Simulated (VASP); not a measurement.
Input of a VASP 6.6.1 run:

File INCAR:

```
PREC = Accurate
ENCUT = 400
EDIFF = 1E-6
ISMEAR = 0
SIGMA = 0.05
LREAL = Auto
LASPH = True
NELM = 100
ALGO = Fast
ISIF = 2
LWAVE = False
LCHARG = False
GGA = PE
ISYM = 0
LUSENCCL = False
```

Contents of KPOINTS:

```
regular mesh
0
Gamma
  1 1 1
```

The input POSCAR:

```
Si48H20CO                               
1.0
    7.6805938572      7.6805938572      0.0000000000
   -7.6805938572      7.6805938572      0.0000000000
    0.0000000000      0.0000000000     23.4276500000
  Si              H               O               C             
    48    20     1     1
Selective dynamics
Direct
     0.6991735274118493    0.2978477676100240    0.4071988665935928   T   T   T
     0.8204219565580479    0.6806172272574981    0.4100118806066381   T   T   T
     0.0598126555918883    0.9444495169679610    0.4075472757816078   T   T   T
     0.3054462669530840    0.1921956969398284    0.4305821355387816   T   T   T
     0.9675310919302207    0.5369599498551669    0.4405646636780881   T   T   T
     0.2116198259699090    0.7885167850333075    0.4252553166152719   T   T   T
     0.4610725065145391    0.0325526023615692    0.4447911225551132   T   T   T
     0.5518386905718070    0.4453630801938632    0.4158140553509665   T   T   T
     0.8799214080797513    0.3903670786023178    0.3769619237725223   T   T   T
     0.8760708408557800    0.8731304773568986    0.3740014898272674   T   T   T
     0.1356807884313415    0.1276497079628189    0.3748433884626460   T   T   T
     0.3744886518809961    0.3638754173757234    0.3769673012854752   T   T   T
     0.1145294330588380    0.6256981888951565    0.3772851286326128   T   T   T
     0.3747534490883718    0.8891551620028686    0.3788440561879637   T   T   T
     0.6044233846119252    0.1175127920897972    0.3787491470951946   T   T   T
     0.6273357531601340    0.6223390675083461    0.3751735719772950   T   T   T
     0.0006413080021050    0.2533318059645049    0.3223385848368288   T   T   T
     0.0051319675822736    0.7487002172410389    0.3125979498808309   T   T   T
     0.2511263948417652    0.9968195004590497    0.3139295281023165   T   T   T
     0.4986994343784642    0.2489382032576471    0.3148801756035758   T   T   T
     0.2480652289483416    0.4988446544685745    0.3239131277732410   T   T   T
     0.4974001488204587    0.7552319255552563    0.3233123907047707   T   T   T
     0.7432232231697118    0.0024775377793506    0.3221763140199232   T   T   T
     0.7508986602698252    0.4987612831413227    0.3132920748659944   T   T   T
     0.8729583658517174    0.1268344428731762    0.2644759849539807   T   T   T
     0.8764336936661381    0.6252886553558094    0.2573548775094436   T   T   T
     0.1250462363606273    0.8771157968336418    0.2567768731348263   T   T   T
     0.3744563533785564    0.1239449265006423    0.2576327515270828   T   T   T
     0.1261140529348215    0.3754316805637226    0.2627197853069986   T   T   T
     0.3740149213463381    0.6256735801502272    0.2649932454685271   T   T   T
     0.6243695842815999    0.8740369344636274    0.2626145279246331   T   T   T
     0.6218727698016862    0.3751215016966064    0.2584923725633412   T   T   T
     0.7499322562911143    0.2499061106415308    0.2029967085856880   T   T   T
     0.7488766895849467    0.7512232320560575    0.2023333410059613   T   T   T
     0.9965096927046991    0.0035791090232816    0.2028589181942799   T   T   T
     0.2488688137274015    0.2511118264551374    0.2023223896081842   T   T   T
     0.0023873370533641    0.4983953863794842    0.2020613299048198   T   T   T
     0.2515333993752213    0.7484449816658325    0.2027690242678564   T   T   T
     0.5011532553469205    0.9980156499119032    0.2020802447703769   T   T   T
     0.4968939065189450    0.5028511331451959    0.2031300219157142   T   T   T
     0.8750000000000000    0.3750000000000000    0.1455075519999980   F   F   F
     0.8750000000000000    0.8750000000000000    0.1455075519999980   F   F   F
     0.1250000000000000    0.1250000000000000    0.1455075519999980   F   F   F
     0.3750000000000000    0.3750000000000000    0.1455075519999980   F   F   F
     0.1250000000000000    0.6250000000000000    0.1455075519999980   F   F   F
     0.3750000000000000    0.8750000000000000    0.1455075519999980   F   F   F
     0.6250000000000000    0.1250000000000000    0.1455075519999980   F   F   F
     0.6250000000000000    0.6250000000000000    0.1455075519999980   F   F   F
     0.9516281893000027    0.2983718106999973    0.1067115139999970   F   F   F
     0.7983718106999973    0.4516281893000027    0.1067115139999970   F   F   F
     0.9516281893000027    0.7983718106999973    0.1067115139999970   F   F   F
     0.7983718106999973    0.9516281893000027    0.1067115139999970   F   F   F
     0.2016281893000027    0.0483718106999973    0.1067115139999970   F   F   F
     0.0483718106999973    0.2016281893000027    0.1067115139999970   F   F   F
     0.4516281893000027    0.2983718106999973    0.1067115139999970   F   F   F
     0.2983718106999973    0.4516281893000027    0.1067115139999970   F   F   F
     0.2016281893000027    0.5483718106999973    0.1067115139999970   F   F   F
     0.0483718106999973    0.7016281893000027    0.1067115139999970   F   F   F
     0.4516281893000027    0.7983718106999973    0.1067115139999970   F   F   F
     0.2983718106999973    0.9516281893000027    0.1067115139999970   F   F   F
     0.7016281893000027    0.0483718106999973    0.1067115139999970   F   F   F
     0.5483718106999973    0.2016281893000027    0.1067115139999970   F   F   F
     0.7016281893000027    0.5483718106999973    0.1067115139999970   F   F   F
     0.5483718106999973    0.7016281893000027    0.1067115139999970   F   F   F
     0.2132164232276467    0.7956678070065649    0.5800611566617233   T   T   T
     0.2073364806763729    0.9299162060905242    0.5357081922973281   T   T   T
     0.0780499893760920    0.8269100286974220    0.5386654395509850   T   T   T
     0.2556287902173000    0.2355442031403701    0.4870345998038423   T   T   T
     0.2314844943234328    0.7599141669124194    0.4944421745043169   T   T   T
     0.1796030260765480    0.8324782332792257    0.5392686902266967   T   T   T
```

Potentials or basis: VASP PAW PBE potentials, release 64 (Si, H, O, C).

Launch:

```console
$ cat potpaw_PBE.64/Si/POTCAR potpaw_PBE.64/H/POTCAR potpaw_PBE.64/O/POTCAR potpaw_PBE.64/C/POTCAR > POTCAR
$ mpirun -np 1 vasp_gam > vasp.out
```

Predict the band gap on the k mesh.

0.48 eV, direct.

Estimate the largest force.

0.358 eV/Å.

Forces on the atoms (eV/Å):
```
Si  -0.089 -0.006 -0.050
Si   0.131 -0.008 -0.107
Si   0.130  0.010 -0.093
Si  -0.002 -0.002  0.071
Si  -0.060 -0.020  0.069
Si  -0.082  0.000  0.044
Si   0.000  0.019  0.092
Si   0.056 -0.001  0.047
Si  -0.048 -0.001  0.098
Si   0.035 -0.020  0.087
Si   0.015 -0.034  0.075
Si   0.010  0.027  0.080
Si  -0.042 -0.021  0.085
Si  -0.013 -0.003  0.064
Si  -0.005  0.036  0.091
Si   0.046  0.023  0.087
Si   0.005 -0.005  0.033
Si  -0.064 -0.004  0.154
Si  -0.047 -0.063  0.100
Si   0.023  0.071  0.108
Si   0.004 -0.001  0.022
Si   0.006 -0.003  0.034
Si   0.008  0.003  0.031
Si  -0.008  0.002  0.171
Si   0.002 -0.006 -0.019
Si  -0.010  0.002 -0.033
Si  -0.006 -0.002 -0.021
Si  -0.002 -0.003 -0.029
Si   0.003  0.001 -0.014
Si   0.013  0.000 -0.009
Si   0.000  0.004 -0.011
Si   0.008  0.002 -0.026
Si   0.016  0.001 -0.049
Si  -0.005  0.001 -0.065
Si  -0.008  0.000 -0.048
Si  -0.001 -0.001 -0.059
Si   0.006 -0.008 -0.055
Si   0.016  0.002 -0.059
Si   0.005  0.004 -0.050
Si  -0.006 -0.002 -0.046
Si   0.188 -0.018 -0.119
Si  -0.274  0.015 -0.141
Si  -0.293  0.004 -0.149
Si  -0.249  0.020 -0.129
Si   0.251  0.064 -0.219
Si   0.272 -0.063 -0.224
Si   0.199  0.005 -0.134
Si  -0.229 -0.042 -0.101
H   -0.272 -0.024 -0.006
H    0.265  0.006  0.044
H   -0.257  0.032  0.065
H    0.271 -0.006 -0.021
H   -0.260 -0.038  0.063
H    0.282  0.006 -0.028
H   -0.260  0.032  0.054
H    0.297 -0.020 -0.018
H   -0.297  0.026 -0.024
H    0.267  0.009  0.045
H   -0.294 -0.021 -0.034
H    0.268 -0.013  0.045
H   -0.268  0.013 -0.018
H    0.265 -0.003  0.043
H   -0.258 -0.028  0.059
H    0.285  0.018 -0.006
H    0.019  0.000  0.007
H    0.027  0.000  0.024
H    0.017  0.021  0.021
H   -0.004  0.004  0.025
O    0.021  0.002  0.039
C   -0.017  0.003  0.036
```

 A hybrid or GW would open this gap; PBE tends to underestimate it.
